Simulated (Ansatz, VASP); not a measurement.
**PPt: VASP beside Ansatz**

Contents of INCAR:

```
ALGO     = Normal         # electronic algorithm
EDIFF    = 1E-7           # SCF threshold, eV
ENCUT    = 520            # plane-wave cutoff, eV
GGA      = PE             # functional
ISIF     = 2              # what is computed and relaxed
ISMEAR   = -1             # smearing method
LASPH    = True           # aspherical terms in the spheres
LCHARG   = False          # write CHGCAR
LREAL    = False          # projectors in reciprocal space
LWAVE    = False          # write WAVECAR
NBANDS   = 23             # bands
NELM     = 100            # most SCF steps
PREC     = Accurate       # precision mode
SIGMA    = 0.05           # smearing width, eV
```

The input KPOINTS:

```
k-points
0
Gamma
  8 8 4
```

File POSCAR:

```
PPt
1.0
    3.7430278549      0.0000000000      0.0000000000
   -1.8715139275      3.2415572094      0.0000000000
    0.0000000000      0.0000000000      6.3537430000
Pt P
2 2
Direct
    0.3333333333      0.6666666667      0.3718990000
    0.6666666667      0.3333333333      0.8718990000
    0.3333333333      0.6666666667      0.0031030000
    0.6666666667      0.3333333333      0.5031030000
```

Contents of input.yaml:

```yaml
crystal:
  lattice:
    - [3.7430278549, 0.0, 0.0]
    - [-1.8715139275, 3.2415572094, 0.0]
    - [0.0, 0.0, 6.353743]
  atoms:
    - { symbol: Pt, position: [0.3333333333, 0.6666666667, 0.371899] }
    - { symbol: Pt, position: [0.6666666667, 0.3333333333, 0.871899] }
    - { symbol: P, position: [0.3333333333, 0.6666666667, 0.003103] }
    - { symbol: P, position: [0.6666666667, 0.3333333333, 0.503103] }
hamiltonian:
  xc: pbe
  pseudopotentials: { kind: paw }
kpoints:
  mp_grid: { grid: [8, 8, 4] }
scf:
  occupations: { method: fermi_dirac, width: 0.05 }
output:
  forces: true
  stress: true
  eigenvalues: true
  write_density: true
  write_potential: true
  elf: true
  volumetric_format: npy
```

The cell comes from a database or a generator and needn't be the stable form of this composition.

Alike in both runs: task single point; functional PBE; k mesh 8 × 8 × 4; occupations fermi-dirac, width 0.05 eV; no spin polarisation.

```csv
,VASP,Ansatz
version,VASP 6.6.1,Ansatz 0.2.0
potentials or method,"VASP PAW PBE potentials, release 64 (Pt, P)",Ansatz PAW
plane-wave cutoff (eV),520,420
valence electrons in the cell,30,46
```

|  | VASP | Ansatz | Ansatz less VASP |
| --- | --- | --- | --- |
| gap on the k mesh at the Fermi level (eV) | none | none | - |
| pressure (GPa) | -0.1 | 0.1 | +0.19 |
| largest component of the traceless stress (GPa) | 0.34 | 0.35 | +0.014 |
| rms of the force components (eV/Å) | 0.079 | 0.078 | -0.0005 |

Atom by atom the forces differ by 0.000 eV/Å (rms over components). A gap of «none» marks a metal or a gap that the smearing closes. With one functional, cell and mesh, what is left measures potentials, basis and numerics. The two sets of potentials don't hold the same shells in valence.

Spin-orbit coupling is left out, which matters for the levels of Pt.
